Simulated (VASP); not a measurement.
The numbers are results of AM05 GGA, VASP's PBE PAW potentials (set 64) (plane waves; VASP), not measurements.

VASP ran on this input.

**POSCAR**
```
Ho
1.0
  1.8138112529  -3.1416132999   0.0000000000
  1.8138112529   3.1416132999   0.0000000000
  0.0000000000   0.0000000000   5.5759648184
Ho
2
direct
  0.3333330000   0.6666670000   0.2500000000
  0.6666670000   0.3333330000   0.7500000000
```

**INCAR**
```
SYSTEM = Ho
PREC = Accurate
ENCUT = 520
EDIFF = 1E-7
NELM = 100
ALGO = Normal
LREAL = .FALSE.
LASPH = .TRUE.
ISMEAR = 1
SIGMA = 0.1
GGA = AM
LMAXMIX = 6
LWAVE = .FALSE.
LCHARG = .FALSE.
ISIF = 4
IBRION = 2
NSW = 30
EDIFFG = -0.01
```

**KPOINTS**
```
K-points
0
G
 12 12 7
0 0 0
```

POTCAR, in this order: Ho_3 (PBE.64 set). Program: vasp_std.

Output of the run:

**OUTCAR**
```
 ion  position               nearest neighbor table
   1  0.333  0.667  0.250-   2 3.49   2 3.49   2 3.49   2 3.49   2 3.49   2 3.49
   2  0.667  0.333  0.750-   1 3.49   1 3.49   1 3.49   1 3.49   1 3.49   1 3.49
  LATTYP: Found a hexagonal cell.
 ALAT       =     3.6276225530
 C/A-ratio  =     1.5370851672
 Subroutine PRICEL returns:
 Original cell was already a primitive cell.
 Subroutine GETGRP returns: Found 24 space group operations
The static configuration has the point symmetry D_3d.
 The point group associated with its full space group is D_6h.
The dynamic configuration has the point symmetry D_3d.
 Subroutine INISYM returns: Found 24 space group operations
 Subroutine IBZKPT returns following result:
 Found     76 irreducible k-points:

 Following reciprocal coordinates:
            Coordinates               Weight
  0.000000  0.000000  0.000000      1.000000
  0.083333 -0.000000  0.000000      6.000000
  0.166667 -0.000000  0.000000      6.000000
  0.250000  0.000000  0.000000      6.000000
  0.333333 -0.000000  0.000000      6.000000
  0.416667 -0.000000  0.000000      6.000000
  0.500000  0.000000  0.000000      3.000000
...
```

### OSZICAR
```
       N       E                     dE             d eps       ncg     rms          rms(c)
DAV:   1     0.860585355073E+02    0.86059E+02   -0.83098E+03  2192   0.129E+03
DAV:   2    -0.439874886387E+01   -0.90457E+02   -0.89160E+02  2770   0.559E+02
DAV:   3    -0.924021971234E+01   -0.48415E+01   -0.45833E+01  3280   0.946E+01
DAV:   4    -0.941963265815E+01   -0.17941E+00   -0.17027E+00  3428   0.124E+01
DAV:   5    -0.942414589199E+01   -0.45132E-02   -0.43848E-02  3301   0.201E+00    0.241E+01
DAV:   6    -0.941029528521E+01    0.13851E-01   -0.31380E-02  3352   0.223E+00    0.144E+01
DAV:   7    -0.941017703520E+01    0.11825E-03   -0.57313E-02  3244   0.304E+00    0.284E-01
DAV:   8    -0.940972464525E+01    0.45239E-03   -0.31843E-03  2974   0.623E-01    0.656E-02
DAV:   9    -0.940973002832E+01   -0.53831E-05   -0.22916E-04  3318   0.175E-01    0.322E-02
DAV:  10    -0.940972640033E+01    0.36280E-05   -0.21054E-05  3320   0.489E-02    0.307E-02
DAV:  11    -0.940972629552E+01    0.10481E-06   -0.12827E-06  3238   0.130E-02    0.405E-03
DAV:  12    -0.940972631172E+01   -0.16200E-07   -0.10973E-07  1863   0.430E-03
   1 F= -.94097263E+01 E0= -.94086391E+01  d E =-.940973E+01
       N       E                     dE             d eps       ncg     rms          rms(c)
DAV:   1    -0.941221081244E+01   -0.24845E-02   -0.87051E-02  2930   0.266E+00    0.202E-01
DAV:   2    -0.941107738890E+01    0.11334E-02   -0.24990E-03  3138   0.642E-01    0.117E-01
DAV:   3    -0.941055671710E+01    0.52067E-03   -0.63305E-04  3483   0.238E-01    0.712E-02
DAV:   4    -0.941055140801E+01    0.53091E-05   -0.98265E-05  3158   0.828E-02    0.274E-02
DAV:   5    -0.941055097699E+01    0.43101E-06   -0.39668E-06  3632   0.218E-02    0.496E-03
DAV:   6    -0.941055085993E+01    0.11706E-06   -0.20396E-07  2138   0.452E-03    0.879E-04
DAV:   7    -0.941055085478E+01    0.51516E-08   -0.31130E-08  1513   0.408E-03
   2 F= -.94105509E+01 E0= -.94095558E+01  d E =-.824543E-03
       N       E                     dE             d eps       ncg     rms          rms(c)
DAV:   1    -0.941213024611E+01   -0.15794E-02   -0.69661E-02  2890   0.238E+00    0.181E-01
DAV:   2    -0.941121324622E+01    0.91700E-03   -0.20009E-03  3110   0.576E-01    0.106E-01
DAV:   3    -0.941079298562E+01    0.42026E-03   -0.51144E-04  3488   0.213E-01    0.647E-02
DAV:   4    -0.941078860455E+01    0.43811E-05   -0.79279E-05  3144   0.741E-02    0.246E-02
DAV:   5    -0.941078825873E+01    0.34582E-06   -0.34653E-06  3638   0.204E-02    0.458E-03
DAV:   6    -0.941078815552E+01    0.10321E-06   -0.14683E-07  1884   0.402E-03    0.844E-04
DAV:   7    -0.941078815266E+01    0.28622E-08   -0.28846E-08  1438   0.415E-03
   3 F= -.94107882E+01 E0= -.94099188E+01  d E =-.106184E-02
```

File OUTCAR:
```
------------------------ aborting loop because EDIFF is reached ----------------------------------------
  FORCE on cell =-STRESS in cart. coord.  units (eV):
  Direction    XX          YY          ZZ          XY          YZ          ZX
  --------------------------------------------------------------------------------------
  Total       -0.9056382     -0.9056382     -0.9056130      0.0000000     -0.0000000     -0.0000000
  in kB      -22.8333940    -22.8333948    -22.8327596      0.0000000     -0.0000000     -0.0000000
  external PRESSURE =     -22.8331828 kB  Pullay stress =       0.0000000 kB
  volume of cell :       63.55
      direct lattice vectors                 reciprocal lattice vectors
     1.806545953 -3.129029427  0.000000000     0.276771260 -0.159793959 -0.000000000
     1.806545953  3.129029427  0.000000000     0.276771260  0.159793959 -0.000000000
     0.000000000 -0.000000000  5.620904193     0.000000000  0.000000000  0.177907320
 POSITION                                       TOTAL-FORCE (eV/Angst)
 -----------------------------------------------------------------------------------
      1.80655      1.04301      1.40523        -0.000000     -0.000000      0.000000
      1.80655     -1.04301      4.21568         0.000000      0.000000      0.000000
 -----------------------------------------------------------------------------------
    total drift:                                0.000000      0.000092     -0.000011
  FREE ENERGIE OF THE ION-ELECTRON SYSTEM (eV)
  ---------------------------------------------------
  free  energy   TOTEN  =        -9.4107881527 eV

  energy  without entropy=       -9.4081799770  energy(sigma->0) =       -9.40991876

 reached required accuracy - stopping structural energy minimisation
```
(Selected blocks of OUTCAR.)

### CONTCAR
```
Ho
   1.00000000000000
     1.8065459534163497   -3.1290294269422598    0.0000000000000000
     1.8065459534163497    3.1290294269422598    0.0000000000000000
     0.0000000000000000   -0.0000000000000000    5.6209041933186201
  Ho
     2
Direct
     0.3333330000000032    0.6666669999999968    0.2500000000000000
     0.6666669999999968    0.3333330000000032    0.7500000000000000
```

OUTCAR:
```
 val. band max:        2.7860743741   @ k =   0.1667   0.0833   0.1429

 cond. band min:       2.7919631633   @ k =   0.3333   0.1667   0.4286


 Fermi energy:         2.7891603706

 k-point     1 :       0.0000    0.0000    0.0000
  band No.  band energies     occupation
      1     -21.5579      2.00000
      2     -21.0585      2.00000
      3     -21.0584      2.00000
      4     -20.9576      2.00000
      5     -20.9576      2.00000
      6     -20.9099      2.00000
      7      -2.4808      2.00000
      8       0.6267      2.00000
      9       3.8930     -0.00000
     10       4.6491     -0.00000
     11       4.6491     -0.00000
     12       5.0783      0.00000
     13       5.3534      0.00000

 k-point     2 :       0.0833   -0.0000    0.0000
  band No.  band energies     occupation
      1     -21.5448      2.00000
      2     -21.0842      2.00000
      3     -21.0674      2.00000
      4     -20.9851      2.00000
      5     -20.9608      2.00000
      6     -20.9165      2.00000
      7      -2.3200      2.00000
      8       0.7837      2.00000
      9       3.7171     -0.00000
     10       4.2592     -0.00000
     11       4.8019      0.00000
     12       5.1538      0.00000
     13       5.3721      0.00000

 k-point     3 :       0.1667   -0.0000    0.0000
  band No.  band energies     occupation
      1     -21.5072      2.00000
      2     -21.1547      2.00000
      3     -21.0913      2.00000
      4     -21.0583      2.00000
      5     -20.9704      2.00000
      6     -20.9361      2.00000
      7      -1.8587      2.00000
      8       1.2062      2.00000
      9       3.2782     -0.00000
     10       3.6591     -0.00000
     11       4.7214     -0.00000
     12       5.1966      0.00000
     13       5.2661      0.00000

 k-point     4 :       0.2500    0.0000    0.0000
  band No.  band energies     occupation
      1     -21.4503      2.00000
      2     -21.2516      2.00000
      3     -21.1542      2.00000
...
```

The 4f electrons are frozen in the core of the lanthanide potential, so 4f levels, which can set the real gap, and their magnetism are missing.

The compound is Ho in the hcp structure. This cell is one point of a volume scan, at 1.06 of the reference volume. Symmetry was kept, so distortions that lower it aren't found.
